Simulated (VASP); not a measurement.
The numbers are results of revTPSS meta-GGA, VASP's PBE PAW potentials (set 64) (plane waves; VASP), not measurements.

A VASP calculation is set up with these files.

**KPOINTS**
```
Automatic mesh
0
Gamma
9 9 9
0 0 0
```

File POSCAR:
```
SrO
1
    0.0000000000     2.5900011864     2.5900011864
    2.5900011864     0.0000000000     2.5900011864
    2.5900011864     2.5900011864     0.0000000000
Sr O
1 1
Direct
  0.0000000000   0.0000000000   0.0000000000
  0.5000000000   0.5000000000   0.5000000000
```

**INCAR**
```
LWAVE = .False.
ALGO = Normal
LMIXTAU = .True.
ISIF = 2   # forces and stress, cell fixed
METAGGA = RTPSS
LMAXMIX = 4
NELM = 100
SIGMA = 0.05   # width (eV)
ENCUT = 520   # plane-wave cut-off (eV)
LASPH = .True.
EDIFF = 1E-7   # SCF stop (eV)
LCHARG = .False.
PREC = Accurate
LREAL = .False.   # projection in real space or not
SYSTEM = SrO
ISMEAR = 0   # Gaussian
```

POTCAR, in this order: Sr_sv O (PBE.64 set). Program: vasp_std.

The run wrote:

OSZICAR:
```
       N       E                     dE             d eps       ncg     rms          rms(c)
DAV:   1     0.115003652660E+03    0.11500E+03   -0.90526E+03   840   0.137E+03
DAV:   2     0.249703918375E+02   -0.90033E+02   -0.81037E+02  1016   0.289E+02
DAV:   3     0.208401977576E+02   -0.41302E+01   -0.40882E+01  1092   0.629E+01
DAV:   4     0.207982885883E+02   -0.41909E-01   -0.41899E-01  1000   0.639E+00
DAV:   5     0.207977652281E+02   -0.52336E-03   -0.52334E-03  1056   0.540E-01    0.107E+02
DAV:   6    -0.505037098200E+01   -0.25848E+02   -0.11285E+02   872   0.140E+02    0.311E+01
DAV:   7    -0.385905680834E+01    0.11913E+01   -0.60601E+00   952   0.258E+01    0.139E+01
DAV:   8    -0.398560257779E+01   -0.12655E+00   -0.65108E-01  1188   0.682E+00    0.890E+00
DAV:   9    -0.393003863048E+01    0.55564E-01   -0.20449E-01   992   0.508E+00    0.446E+00
DAV:  10    -0.400813202849E+01   -0.78093E-01   -0.42835E-02  1240   0.226E+00    0.255E+00
DAV:  11    -0.396978273891E+01    0.38349E-01   -0.11418E-01  1008   0.297E+00    0.732E-01
DAV:  12    -0.398219667684E+01   -0.12414E-01   -0.18666E-02   900   0.135E+00    0.370E-01
DAV:  13    -0.400940411898E+01   -0.27207E-01   -0.16079E-02   956   0.136E+00    0.384E-01
DAV:  14    -0.400961124512E+01   -0.20713E-03   -0.35921E-03   968   0.495E-01    0.977E-02
DAV:  15    -0.400957340052E+01    0.37845E-04   -0.31470E-04   916   0.178E-01    0.533E-02
DAV:  16    -0.400961947935E+01   -0.46079E-04   -0.32179E-05   968   0.692E-02    0.157E-02
DAV:  17    -0.400963547898E+01   -0.16000E-04   -0.83129E-06   972   0.326E-02    0.898E-03
DAV:  18    -0.400963249594E+01    0.29830E-05   -0.24691E-06   944   0.163E-02    0.547E-03
DAV:  19    -0.400963479786E+01   -0.23019E-05   -0.29249E-07  1000   0.578E-03    0.384E-03
DAV:  20    -0.400963386199E+01    0.93587E-06   -0.89838E-08   568   0.396E-03    0.243E-03
DAV:  21    -0.400963497206E+01   -0.11101E-05   -0.28222E-08   456   0.224E-03    0.149E-03
DAV:  22    -0.400963445966E+01    0.51240E-06   -0.83021E-09   444   0.115E-03    0.330E-04
DAV:  23    -0.400963463806E+01   -0.17840E-06   -0.26941E-09   436   0.551E-04    0.130E-04
DAV:  24    -0.400963463785E+01    0.20805E-09   -0.93513E-10   444   0.261E-04
   1 F= -.40096346E+01 E0= -.40096346E+01  d E =-.733875E-22
```

File OUTCAR:
```
------------------------ aborting loop because EDIFF is reached ----------------------------------------
  FORCE on cell =-STRESS in cart. coord.  units (eV):
  Direction    XX          YY          ZZ          XY          YZ          ZX
  --------------------------------------------------------------------------------------
  Total        0.0026877      0.0026877      0.0026877     -0.0000000     -0.0000000      0.0000000
  in kB        0.1239274      0.1239274      0.1239274     -0.0000000     -0.0000000      0.0000000
  external PRESSURE =       0.1239274 kB  Pullay stress =       0.0000000 kB
  volume of cell :       34.75
      direct lattice vectors                 reciprocal lattice vectors
     0.000000000  2.590001186  2.590001186    -0.193050105  0.193050105  0.193050105
     2.590001186  0.000000000  2.590001186     0.193050105 -0.193050105  0.193050105
     2.590001186  2.590001186  0.000000000     0.193050105  0.193050105 -0.193050105
  FREE ENERGIE OF THE ION-ELECTRON SYSTEM (eV)
  ---------------------------------------------------
  free  energy   TOTEN  =        -4.0096346378 eV

  energy  without entropy=       -4.0096346378  energy(sigma->0) =       -4.00963464
```
(Selected blocks of OUTCAR.)

The compound is SrO in the rock salt structure. It was relaxed first.
